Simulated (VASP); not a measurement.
These are PBEsol GGA, VASP's PBE PAW potentials (set 64) (plane waves; VASP) values and carry that method's errors.

The input files of a VASP run:

File POSCAR:
```
MgB2
3.4386420
  0.4421671150  -0.7658557680   0.0000000000
  0.4421671150   0.7658557680   0.0000000000
  0.0000000000   0.0000000000   1.0000000761
Mg B
1 2
Cartesian
  0.0000000000   0.0000000000   0.0000000000
  0.4421671150   0.2552857666   0.5000000381
  0.4421671150  -0.2552857666   0.5000000381
```

**INCAR**
```
! general
SYSTEM = MgB2
PREC   = Accurate
ENCUT  = 600
LREAL  = .FALSE.
LASPH  = .TRUE.

! electronic loop
EDIFF  = 1E-7   ! SCF stop (eV)
NELM   = 100
ALGO   = Normal   ! blocked Davidson

! smearing
ISMEAR = 1   ! Methfessel-Paxton
SIGMA  = 0.1   ! width (eV)

! functional
GGA    = PS

! ions
ISIF   = 2

! output
LWAVE  = .FALSE.
LCHARG = .FALSE.
```

File KPOINTS:
```
kpoints
0
gamma
  10 10 8
0 0 0
```

POTCAR, in this order: Mg B (PBE.64 set). Program: vasp_std.

Output of the run:

OSZICAR:
```
       N       E                     dE             d eps       ncg     rms          rms(c)
DAV:   1     0.637829169206E+01    0.63783E+01   -0.42780E+03  1200   0.948E+02
DAV:   2    -0.175973876146E+02   -0.23976E+02   -0.23044E+02  1656   0.123E+02
DAV:   3    -0.178637044913E+02   -0.26632E+00   -0.26592E+00  1448   0.153E+01
DAV:   4    -0.178641195539E+02   -0.41506E-03   -0.41505E-03  1712   0.543E-01
DAV:   5    -0.178641197483E+02   -0.19436E-06   -0.19416E-06  1568   0.839E-03    0.532E+00
DAV:   6    -0.164717549154E+02    0.13924E+01   -0.22846E+00  1240   0.837E+00    0.258E+00
DAV:   7    -0.162152276555E+02    0.25653E+00   -0.12068E+00  1312   0.599E+00    0.739E-01
DAV:   8    -0.162142670703E+02    0.96059E-03   -0.72045E-02  1200   0.188E+00    0.304E-01
DAV:   9    -0.162091309437E+02    0.51361E-02   -0.15389E-02  1240   0.689E-01    0.539E-02
DAV:  10    -0.162090786755E+02    0.52268E-04   -0.12613E-03  1528   0.223E-01    0.265E-02
DAV:  11    -0.162090472050E+02    0.31471E-04   -0.14041E-04  1176   0.755E-02    0.168E-03
DAV:  12    -0.162090473491E+02   -0.14416E-06   -0.12818E-06  1624   0.107E-02    0.876E-04
DAV:  13    -0.162090473555E+02   -0.64362E-08   -0.12710E-07  1072   0.209E-03
   1 F= -.16209047E+02 E0= -.16209187E+02  d E =0.418750E-03
```

File OUTCAR:
```
------------------------ aborting loop because EDIFF is reached ----------------------------------------
  FORCE on cell =-STRESS in cart. coord.  units (eV):
  Direction    XX          YY          ZZ          XY          YZ          ZX
  --------------------------------------------------------------------------------------
  Total        0.9680531      0.9680527      0.6937212      0.0000000      0.0000000      0.0000000
  in kB       56.3229526     56.3229319     40.3618643      0.0000000      0.0000000      0.0000000
  external PRESSURE =      51.0025830 kB  Pullay stress =       0.0000000 kB
  volume of cell :       27.54
      direct lattice vectors                 reciprocal lattice vectors
     1.520454413 -2.633503810  0.000000000     0.328849057 -0.189861127  0.000000000
     1.520454413  2.633503810  0.000000000     0.328849057  0.189861127  0.000000000
     0.000000000  0.000000000  3.438642262     0.000000000  0.000000000  0.290812456
 POSITION                                       TOTAL-FORCE (eV/Angst)
 -----------------------------------------------------------------------------------
      0.00000      0.00000      0.00000         0.000000      0.000000      0.000000
      1.52045      0.87784      1.71932        -0.000000     -0.000000      0.000000
      1.52045     -0.87784      1.71932         0.000000      0.000000      0.000000
 -----------------------------------------------------------------------------------
    total drift:                                0.000000     -0.000000      0.000000
  FREE ENERGIE OF THE ION-ELECTRON SYSTEM (eV)
  ---------------------------------------------------
  free  energy   TOTEN  =       -16.2090473555 eV

  energy  without entropy=      -16.2094661055  energy(sigma->0) =      -16.20918694
```
(Selected blocks of OUTCAR.)

The compound is MgB2 in the AlB2 type structure. This cell was strained or had an atom moved on purpose.
